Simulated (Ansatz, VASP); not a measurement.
# GaSb in two plane-wave programs

One calculation is typed for both programs; each brings its own data sets. How far apart do they land? The cell is taken from a series of runs on this material, whose earlier steps may have relaxed, scaled, displaced or heated it; both programs get it as it stands.

Main program and level: Ansatz 0.2.0; plane waves, with VASP 6.6.1 beside it; zone-centre phonons at LDA.

## (1) The structure

Symmetry: F-43m, No. 216, cubic system. Conventional cell: a = 6.043 Å, b = 6.043 Å, c = 6.043 Å, α = 90.00°, β = 90.00°, γ = 90.00°. Ga has 4 Sb at 2.62 Å nearest. Sb has 4 Ga at 2.62 Å nearest. Farther neighbours are not listed.

Coordinates:

```cif
data_structure
_symmetry_space_group_name_H-M 'F-43m'
_symmetry_Int_Tables_number 216
_cell_length_a 6.0431
_cell_length_b 6.0431
_cell_length_c 6.0431
_cell_angle_alpha 90.000
_cell_angle_beta 90.000
_cell_angle_gamma 90.000
_cell_volume 220.68
loop_
_atom_site_label
_atom_site_type_symbol
_atom_site_symmetry_multiplicity
_atom_site_Wyckoff_symbol
_atom_site_fract_x
_atom_site_fract_y
_atom_site_fract_z
_atom_site_occupancy
Ga1 Ga 4 a 0.00000 0.00000 0.00000 1
Sb1 Sb 4 d 0.25000 0.25000 0.75000 1
```

## (2) Ansatz: zone-centre phonons, LDA

Ansatz runs on its default PAW (the set named soft_2) files.

Second derivatives magnify differences that forces hide, and they need a tight electronic threshold.

The input, input.yaml:

```yaml
crystal:
  lattice:
    - [0.0, 3.0215338517, 3.0215338517]
    - [3.0215338517, 0.0, 3.0215338517]
    - [3.0215338517, 3.0215338517, 0.0]
  atoms:
    - { symbol: Ga, position: [0.0, 0.0, 0.0] }
    - { symbol: Sb, position: [0.25, 0.25, 0.25] }
kpoints:
  mp_grid: { grid: [6, 6, 6] }
hamiltonian:
  xc: lda
scf:
  occupations: { method: gaussian, width: 0.1 }
output:
  eigenvalues: true
basis:
  ecutwfc: 260.0
phonons:
  method: dfpt
```

Run with:

```bash
ansatz run input.yaml --threads 8 --pin off --max-ram 14336MiB --backend cpu --events-out ev --progress --plain --runs-dir out
```

Numbers of over 12 decimals in the logs are rounded to 6 here.

What it wrote:

```text
Warning: basis.ecutwfc = 260 eV is below the records' recommended 420 eV, and the density's cutoff is lower with it unless basis.ecutrho_ratio is high enough to keep the records' density cutoff: compare with a run at a higher cutoff
zone centre: on kpoints.mp_grid the ground state, and the responses unless they are solved on pairs of k-points, stand on 30 of the mesh's 216 k-points, reduced under 8 symmetry operations, with k and −k counted as one. Each operation leaves every solved displacement unchanged or reverses it
Engine: ansatz 0.2.0, x86_64-unknown-linux-gnu
Pseudopotentials: kind: paw
Pseudopotential: Ga, paw, valence charge 13, recommended cutoff 420 eV (normal), Ga.paw.azcp
Pseudopotential: Sb, paw, valence charge 15, recommended cutoff 420 eV (normal), Sb.paw.azcp
Functional definition: SPW92
  exchange = slater_x
  correlation = pw_c
Crystal: 2 atoms, lattice volume = 55.171 Å³
Basis set: ecut = 260 eV, 531 PW (Γ), exchange–correlation on 48×48×48 points (8 copies of the dense FFT grid, shifted against one another)
Bands: 18, of which v1, the nominal top of the filled ones, is band 14 counted from 1 (13 counted from 0)
Symmetry: 24 space group operations
k-points: 30 of 216 (irreducible under 8 space group operations, time reversal used)
Non-local potential: Ga, projectors of the file, l = 0: 2, l = 1: 2, l = 2: 3, l = 3: 1
Non-local potential: Sb, projectors of the file, l = 0: 2, l = 1: 2, l = 2: 2, l = 3: 2
PAW form: soft (Blöchl's): semilocal exchange-correlation on the pseudo side does not see the compensation charge
PAW frozen core: Ga, regenerated for the run's functional, and the local potential with it (the file was generated under x = pbe(κ = 0.804, μ = 0.219515), c = pbe(β = 0.066725))
PAW frozen core: Sb, regenerated for the run's functional, and the local potential with it (the file was generated under x = pbe(κ = 0.804, μ = 0.219515), c = pbe(β = 0.066725))
PAW one-centre angular grid: Ga, 590 points (default); XC on 64 Gauss nodes
PAW one-centre angular grid: Sb, 590 points (default); XC on 64 Gauss nodes
Initial density: superposition of atomic densities (neutral atoms: chi_scale 0, normalization atom), corrected by the library's trained network
Initial wavefunctions: pseudopotential atomic-orbital guess
Functional: x = slater, c = lda
SCF iter   1: F=—  HF=-10041.624547 eV  |F-HF|=—  |Δ(HF+E_count)|=         —  Δρ=1.45e-2  dr2=4.32e-2  ethr=1.77e-3  ⟨swp⟩=5.6  Hψ=2514  notcnv=0
preconditioner: auto → none  [insulator: Δε(μ)=0.287 eV  Ē_g=14.731 eV  σ=0.100 eV  W_gap=0.65  n_scr=14 (ndim 8)  ℏωp=21.2 eV  f_vac=0.083  D(μ)=0.16/eV (n_scr^D=0)  ε∞_Penn≈3.1]
SCF iter   2: F=—  HF=-10041.503094 eV  |F-HF|=—  |Δ(HF+E_count)|=   1.21e-1  Δρ=9.22e-3  dr2=2.79e-2  ethr=1.54e-4  ⟨swp⟩=2.0  Hψ=1320  notcnv=0
SCF iter   3: F=—  HF=-10041.496450 eV  |F-HF|=—  |Δ(HF+E_count)|=   6.64e-3  Δρ=2.62e-3  dr2=2.09e-3  ethr=9.95e-5  ⟨swp⟩=2.0  Hψ=823  notcnv=0
SCF iter   4: F=—  HF=-10041.495497 eV  |F-HF|=—  |Δ(HF+E_count)|=   9.53e-4  Δρ=8.37e-4  dr2=6.54e-4  ethr=7.46e-6  ⟨swp⟩=2.0  Hψ=811  notcnv=0
SCF iter   5: F=—  HF=-10041.495237 eV  |F-HF|=—  |Δ(HF+E_count)|=   2.61e-4  Δρ=1.12e-4  dr2=5.36e-6  ethr=2.34e-6  ⟨swp⟩=2.9  Hψ=944  notcnv=0
SCF iter   6: F=—  HF=-10041.495234 eV  |F-HF|=—  |Δ(HF+E_count)|=   2.77e-6  Δρ=9.13e-6  dr2=2.66e-8  ethr=1.92e-8  ⟨swp⟩=2.6  Hψ=851  notcnv=0
SCF iter   7: F=—  HF=-10041.495234 eV  |F-HF|=—  |Δ(HF+E_count)|=   6.30e-7  Δρ=1.57e-6  dr2=6.21e-10  ethr=9.51e-11  ⟨swp⟩=2.5  Hψ=803  notcnv=0
SCF iter   8: F=-10041.495234 eV  HF=-10041.495234 eV  |F-HF|=3.64e-12  |Δ(HF+E_count)|=  9.28e-11  Δρ=1.05e-7  dr2=3.04e-12  ethr=1.00e-12  ⟨swp⟩=4.8  Hψ=2775  notcnv=0
SCF 1 converged in 8 iterations: F = -10041.495234 eV  dr2 = 3.04e-12
  greatest PAW one-centre occupation: 1.007 electrons in one spin orbital (limit 2), on the Sb atom at site 1 (counted from 0), in its partial waves of l = 2
DFPT response loops at Γ: preconditioner auto → Kerker (q_TF=auto, 2.437 Å⁻¹) (partly filled bands, converged f_vac=0.072); β = 1.00, the filter's whole step (`scf.mixing.beta` (0.50) is not read by the response loops under this deck's `scf.mixing.preconditioner`; to damp them name `kerker` or `kerker_dos`, under which they read `scf.mixing.beta`, and type it under 1.00, their step now; both keys bind the ground state too); Broyden in place of MSR1
SCF converged after 8 iterations
Free energy (F): -10041.495234 eV
Harris-Foulkes:  -10041.495234 eV  (|F-HF|=3.64e-12)
Internal energy: -10041.494424 eV  (E = F + TS)
E sigma→0 (E₀):  -10041.494829 eV
Entropy (-TS):   -0.000811 eV (-0.405 meV/atom)
Fermi energy:    7.938216 eV
--- Per-component energies (eV) ---
  E_band       = -268.626860
  E_kinetic    = 330.210506
  E_local      = -3878.126103  (includes V_loc(G=0)·N_el)
  E_nonlocal   = 802.605213
  E_hartree    = 1784.803983
  E_xc         = -207.375954
  E_vxc        = -156.786734  (∫ρ·V_xc dr)
  E_paw        = -6351.039603  (= ΣΔE_a)
  E_vpaw       = -936.120915  (= ΣTr[D̂ρ^β])
  E_aug_tail   = -0.016753  (compensation charges beyond the density's cutoff)
  E_ewald      = -2524.843016
  E_core_change = 2.287303  (= ΣΔE_core)
  E_smearing   = -0.000811  (= −TS)
  E_closure    = 0.000000  (closes the sum)
  Σ components = -10041.495234   (vs F -10041.495234, Δ=0.00e0)
--- Band table (eV; the first three rows and the last of 30) ---
  k-point 0: bands = [... 10 lower, -3.9450, 7.8804, 7.8804, 7.8804, 7.9166, 10.6353, 10.6353, 10.6353]
  k-point 1: bands = [... 10 lower, -3.6528, 5.0881, 7.4563, 7.4563, 8.8638, 11.2018, 11.2018, 11.8447]
  k-point 2: bands = [... 10 lower, -2.8680, 2.5243, 6.8890, 6.8890, 8.4122, 11.6549, 11.6549, 14.3143]
  k-point 29: bands = [... 10 lower, -1.3463, 0.9567, 4.5318, 4.7075, 10.4140, 10.6342, 14.0229, 14.0698]
--- Phonons (Γ-DFPT): 2 representative perturbations + reference, on 30 of 216 k-points (Σ response iterations 8) ---
  k mesh reduced under 8 symmetry operations, with k and −k counted as one. Each operation leaves every solved displacement unchanged or reverses it
  ASR residual: 3.460e-5 → 0.000e0 eV/Å²; symmetrization residual: 6.684e-5 eV/Å²
  ASR residual per site (eV/Å²): 1.29e-5 3.46e-5
  Γ frequencies (cm⁻¹): 0.00 0.00 0.00 207.90 207.90 207.90
  non-analytic LO–TO correction: not included (Born effective charges unavailable; polar crystals: no LO–TO splitting at Γ)
```

In the SCF lines HF is the Harris–Foulkes energy and dr2 the Hartree energy of the density residual, in eV; the loop may stop once dr2 is under the threshold and the program's other checks hold. Hψ counts applications of the Hamiltonian.

## (3) VASP: zone-centre phonons, LDA

The same cell, functional (in two slightly different forms), mesh and smearing now go to VASP, with its own data sets.

Lines of VASP's logs that name or quote its potential files are left out, and so is its time.

The input, INCAR:

```
SYSTEM = GaSb
PREC = Accurate
ENCUT = 500
EDIFF = 1E-08
NELM = 120
ISMEAR = 0
SIGMA = 0.1
LREAL = .FALSE.
ALGO = Normal
GGA = CA
NBANDS = 15
LORBIT = 11
LWAVE = .FALSE.
LCHARG = .FALSE.
ISIF = 2
IBRION = 8
LASPH = .TRUE.
GGA_COMPAT = .FALSE.
```

The input, POSCAR:

```
GaSb
1.0
    0.0000000000      3.0215338517      3.0215338517
    3.0215338517      0.0000000000      3.0215338517
    3.0215338517      3.0215338517      0.0000000000
Ga Sb
1 1
Direct
    0.0000000000      0.0000000000      0.0000000000
    0.2500000000      0.2500000000      0.2500000000
```

The input, KPOINTS:

```
Automatic mesh
0
Gamma
6 6 6
0 0 0
```

Potentials, in the order of the species: Ga_d and Sb (LDA family, release 64).

Run with:

```bash
mpirun -np 1 vasp_std
```

What it wrote:

```text
[banner, memory and clock lines left out]
running    1 mpi-ranks, on    1 nodes
 distrk:  each k-point on    1 cores,    1 groups
 distr:  one band on    1 cores,    1 groups

 POSCAR found type information on POSCAR GaSb
 POSCAR found :  2 types and       2 ions
 LDA part: xc-table for (Slater(with rela. corr.)+CA(PZ))
 , standard interpolation
 POSCAR, INCAR and KPOINTS ok, starting setup
 FFT: planning ... GRIDC
 FFT: planning ... GRID_SOFT
 FFT: planning ... GRID
 WAVECAR not read
 entering main loop
       N       E                     dE             d eps       ncg     rms          rms(c)
DAV:   1     0.779240771084E+02    0.77924E+02   -0.85973E+03   480   0.143E+03
DAV:   2    -0.286385471524E+01   -0.80788E+02   -0.77975E+02   585   0.288E+02
DAV:   3    -0.866287481632E+01   -0.57990E+01   -0.57859E+01   550   0.655E+01
DAV:   4    -0.877146855356E+01   -0.10859E+00   -0.10858E+00   621   0.101E+01
DAV:   5    -0.877400672704E+01   -0.25382E-02   -0.25381E-02   601   0.137E+00    0.346E+00
DAV:   6    -0.867844557802E+01    0.95561E-01   -0.79508E-02   722   0.458E+00    0.202E+00
DAV:   7    -0.863989789102E+01    0.38548E-01   -0.55287E-02   522   0.188E+00    0.301E-01
DAV:   8    -0.863965617559E+01    0.24172E-03   -0.51383E-03   614   0.879E-01    0.106E-01
DAV:   9    -0.863973996801E+01   -0.83792E-04   -0.35148E-04   552   0.172E-01    0.392E-02
DAV:  10    -0.863973301837E+01    0.69496E-05   -0.18845E-05   664   0.378E-02    0.137E-02
DAV:  11    -0.863973535007E+01   -0.23317E-05   -0.44055E-06   560   0.208E-02    0.575E-03
DAV:  12    -0.863973530187E+01    0.48196E-07   -0.25488E-07   620   0.376E-03    0.125E-03
DAV:  13    -0.863973531218E+01   -0.10310E-07   -0.19653E-08   578   0.123E-03    0.656E-04
DAV:  14    -0.863973531206E+01    0.12233E-09   -0.58662E-10   366   0.294E-04
   1 F= -.86397353E+01 E0= -.86394668E+01  d E =-.536936E-03
 Linear response reoptimize wavefunctions to high precision
DAV:   1    -0.863973531208E+01   -0.20464E-10   -0.29412E-10   464   0.145E-04
 Linear response DOF=           2
 Linear response progress:
  Degree of freedom:   1/  2
       N       E                     dE             d eps       ncg     rms          rms(c)
RMM:   1    -0.168306238166E+00   -0.16831E+00    0.10094E-01  1714   0.856E+00
RMM:   2    -0.166899763443E+00    0.14065E-02   -0.27694E-02  2539   0.132E+00    0.408E-02
RMM:   3    -0.166871205517E+00    0.28558E-04   -0.29135E-03  2606   0.405E-01    0.279E-02
RMM:   4    -0.166906042171E+00   -0.34837E-04   -0.22004E-03  2892   0.188E-01    0.133E-02
RMM:   5    -0.166835934626E+00    0.70108E-04   -0.10547E-04  2821   0.472E-02    0.488E-03
RMM:   6    -0.166837361861E+00   -0.14272E-05    0.17605E-05  2851   0.189E-02    0.454E-04
RMM:   7    -0.166841592155E+00   -0.42303E-05   -0.54249E-05  2790   0.823E-03    0.473E-04
RMM:   8    -0.166835231677E+00    0.63605E-05    0.14129E-05  2832   0.385E-03    0.201E-04
RMM:   9    -0.166837393626E+00   -0.21619E-05    0.29319E-06  2787   0.176E-03    0.831E-05
RMM:  10    -0.166837917125E+00   -0.52350E-06    0.45720E-06  2812   0.891E-04    0.266E-05
RMM:  11    -0.166838371175E+00   -0.45405E-06    0.65316E-07  2846   0.436E-04    0.114E-05
RMM:  12    -0.166838423454E+00   -0.52279E-07   -0.78775E-07  2769   0.232E-04    0.103E-05
RMM:  13    -0.166838334000E+00    0.89454E-07    0.68337E-07  2813   0.128E-04    0.274E-06
RMM:  14    -0.166838406534E+00   -0.72534E-07    0.16781E-07  2891   0.782E-05    0.627E-07
RMM:  15    -0.166838415321E+00   -0.87873E-08    0.51971E-08  2754   0.517E-05    0.105E-06
 first order change of Fermi-energy   0.42050E-04
 force on displaced ion       1 direction 1 :  -8.140   0.000   0.000
 Linear response progress:
  Degree of freedom:   2/  2
       N       E                     dE             d eps       ncg     rms          rms(c)
RMM:   1    -0.292008062554E-01   -0.29201E-01    0.27656E-03  2706   0.143E+00
RMM:   2    -0.265697470467E-01    0.26311E-02   -0.34267E-03  2503   0.390E-01    0.699E-02
RMM:   3    -0.265188872861E-01    0.50860E-04   -0.11717E-04  2770   0.107E-01    0.373E-02
RMM:   4    -0.265547566999E-01   -0.35869E-04    0.34918E-05  2762   0.459E-02    0.440E-03
RMM:   5    -0.265678413337E-01   -0.13085E-04    0.59836E-06  2885   0.157E-02    0.295E-03
RMM:   6    -0.265612238462E-01    0.66175E-05   -0.34034E-06  2747   0.492E-03    0.481E-04
RMM:   7    -0.265606492427E-01    0.57460E-06   -0.70035E-08  2881   0.154E-03    0.344E-04
RMM:   8    -0.265601834027E-01    0.46584E-06   -0.16275E-07  2765   0.520E-04    0.852E-05
RMM:   9    -0.265601964934E-01   -0.13091E-07    0.17250E-08  2829   0.194E-04    0.383E-05
RMM:  10    -0.265601970621E-01   -0.56870E-09   -0.10547E-08  2750   0.702E-05    0.121E-05
 first order change of Fermi-energy   0.27965E-03
 force on displaced ion       2 direction 1 :  -8.207  -0.000  -0.000
 Linear response finished
```

Parts of OUTCAR (step 3):

```text
ion  position               nearest neighbor table
   1  0.000  0.000  0.000-   2 2.62   2 2.62   2 2.62   2 2.62
   2  0.250  0.250  0.250-   1 2.62   1 2.62   1 2.62   1 2.62

  LATTYP: Found a face centered cubic cell.
 ALAT       =     6.0430677034

 Subroutine GETGRP returns: Found 24 space group operations
 (whereof 24 operations were pure point group operations)

The static configuration has the point symmetry T_d .

 Found     16 irreducible k-points:

   k-points           NKPTS =     16   k-points in BZ     NKDIM =     16   number of bands    NBANDS=     15

   dimension x,y,z NGX =    32 NGY =   32 NGZ =   32
   dimension x,y,z NGXF=    64 NGYF=   64 NGZF=   64

   ENCUT  =  500.0 eV  36.75 Ry    6.06 a.u.   7.79  7.79  7.79*2*pi/ulx,y,z

   NELECT =      18.0000    total number of electrons

 k-points in reciprocal lattice and weights: Automatic mesh
   0.00000000  0.00000000  0.00000000       0.005
   0.16666667  0.00000000  0.00000000       0.037
   0.33333333  0.00000000  0.00000000       0.037
   0.50000000  0.00000000  0.00000000       0.019
   0.16666667  0.16666667  0.00000000       0.028
   0.33333333  0.16666667  0.00000000       0.111
   0.50000000  0.16666667  0.00000000       0.111
  -0.33333333  0.16666667  0.00000000       0.111
  -0.16666667  0.16666667  0.00000000       0.056
[...]
-0.33333333  0.33333333  0.16666667       0.111
  -0.33333333  0.50000000  0.16666667       0.056

 average (electrostatic) potential at core
       1 -66.5588       2 -88.2912

  Total        0.1271253      0.1271253      0.1271253      0.0000000      0.0000000     -0.0000000
  in kB        3.6917331      3.6917331      3.6917331      0.0000000      0.0000000     -0.0000000
  external PRESSURE =       3.6917331 kB  Pullay stress =       0.0000000 kB

  energy-cutoff  :      500.00
  volume of cell :       55.17
      direct lattice vectors                 reciprocal lattice vectors
     0.000000000  3.021533852  3.021533852    -0.165478868  0.165478868  0.165478868
     3.021533852  0.000000000  3.021533852     0.165478868 -0.165478868  0.165478868
     3.021533852  3.021533852  0.000000000     0.165478868  0.165478868 -0.165478868

 POSITION                                       TOTAL-FORCE (eV/Angst)
 -----------------------------------------------------------------------------------
      0.00000      0.00000      0.00000         0.000000     -0.000000     -0.000000
      1.51077      1.51077      1.51077        -0.000000      0.000000      0.000000
 -----------------------------------------------------------------------------------
    total drift:                                0.000000      0.000000      0.000001

 Eigenvectors and eigenvalues of the dynamical matrix
 ----------------------------------------------------

   1 f  =    6.708724 THz    42.152157 2PiTHz  223.778952 cm-1    27.745042 meV
             X         Y         Z           dx          dy          dz
      0.000000  0.000000  0.000000    -0.000000    0.796221    0.000000
      1.510767  1.510767  1.510767     0.000000   -0.605005   -0.000000

   2 f  =    6.708724 THz    42.152157 2PiTHz  223.778952 cm-1    27.745042 meV
             X         Y         Z           dx          dy          dz
      0.000000  0.000000  0.000000     0.000000    0.000000    0.796221
      1.510767  1.510767  1.510767     0.000000    0.000000   -0.605005

   3 f  =    6.708724 THz    42.152157 2PiTHz  223.778952 cm-1    27.745042 meV
             X         Y         Z           dx          dy          dz
      0.000000  0.000000  0.000000     0.796221    0.000000    0.000000
      1.510767  1.510767  1.510767    -0.605005   -0.000000   -0.000000

   4 f/i=    0.013176 THz     0.082790 2PiTHz    0.439516 cm-1     0.054493 meV
             X         Y         Z           dx          dy          dz
      0.000000  0.000000  0.000000     0.013495    0.604836    0.004765
      1.510767  1.510767  1.510767     0.017760    0.795999    0.006270

   5 f/i=    0.013176 THz     0.082790 2PiTHz    0.439516 cm-1     0.054493 meV
             X         Y         Z           dx          dy          dz
      0.000000  0.000000  0.000000    -0.000477   -0.004755    0.604986
      1.510767  1.510767  1.510767    -0.000628   -0.006258    0.796197

   6 f/i=    0.013176 THz     0.082790 2PiTHz    0.439516 cm-1     0.054493 meV
             X         Y         Z           dx          dy          dz
      0.000000  0.000000  0.000000     0.604855   -0.013498    0.000371
      1.510767  1.510767  1.510767     0.796023   -0.017764    0.000489

 ELASTIC MODULI CONTR FROM IONIC RELAXATION (kBar)
 Direction    XX          YY          ZZ          XY          YZ          ZX
 --------------------------------------------------------------------------------
 XX          -0.0000      0.0000      0.0000      0.0000      0.0000      0.0000
 YY           0.0000     -0.0000      0.0000      0.0000      0.0000     -0.0000
 ZZ           0.0000      0.0000     -0.0000      0.0000      0.0000      0.0000
 XY           0.0000      0.0000      0.0000   -188.8645      0.0000      0.0000
 YZ           0.0000      0.0000      0.0000      0.0000   -188.8645      0.0000
 ZX           0.0000     -0.0000      0.0000      0.0000      0.0000   -188.8645
 --------------------------------------------------------------------------------
```

Energies printed during the response cycles are not total energies of the cell. The gap is under twice the smearing width, so the edge states are partly filled and the run can't tell a small gap from a semimetal.

## (4) Differences

Known differences besides the potentials themselves: the two LDA forms differ slightly; the data sets hold 28 valence electrons in Ansatz (on its default PAW (the set named soft_2) files) and 18 in VASP; the cutoff is 260 eV in Ansatz and 500 eV in VASP; VASP's log shows a relativistic correction to its local exchange, Ansatz's none; Ansatz's log warns that its cutoff lies below the recommended one. Total energies have different zeros and are not compared.

Compared:

| quantity | Ansatz | VASP | difference |
| --- | --- | --- | --- |
| optical mode 1 to 3 (cm⁻¹) | 207.9 | 223.8 | -7.10 % |

Our record labels this cell a metal in Ansatz alone; each run is judged by its own test, so with a small gap or wide smearing the label says little about the levels. Modes are paired by rising frequency, not by their patterns, so a pair may set unlike modes beside each other; they are those without the splitting of longitudinal modes.

## (5) Results

| Property | Result |
| --- | --- |
| r.m.s. difference of the optical zone-centre modes, each program's sorted by frequency (zone-centre phonons, LDA) | 16 cm⁻¹ |
| difference in optical mode 1 to 3 (zone-centre phonons, LDA) | -7.1 % |

In words: The r.m.s. difference of the optical zone-centre modes, each program's sorted by frequency is 16 cm⁻¹ (zone-centre phonons, LDA). The data sets hold unlike numbers of valence electrons (28 in Ansatz and 18 in VASP), so part of the differences comes from the potentials. Among the rows given in per cent, the largest difference of the zone-centre phonons, LDA pair is in optical mode 1 to 3, -7.1 %. Ansatz's own log doubts the convergence of its zone-centre phonons, LDA run, which may account for the difference. Such differences can come from data sets, numerical settings and the points named under the comparisons, not from the functional's error against experiment.

[Lines on the potential files, build, host, timing and source positions are cut from VASP's logs without a mark.]

[Logs are printed without paths, hosts, clocks, repeated set-up lines and the standing remarks that a program may print on its own settings, such as how far it seeks lower states.]

[Hosts, paths, dates, database ids (printed as entryN), source tags and the programs' standing remarks are cut or masked in the printed files.]
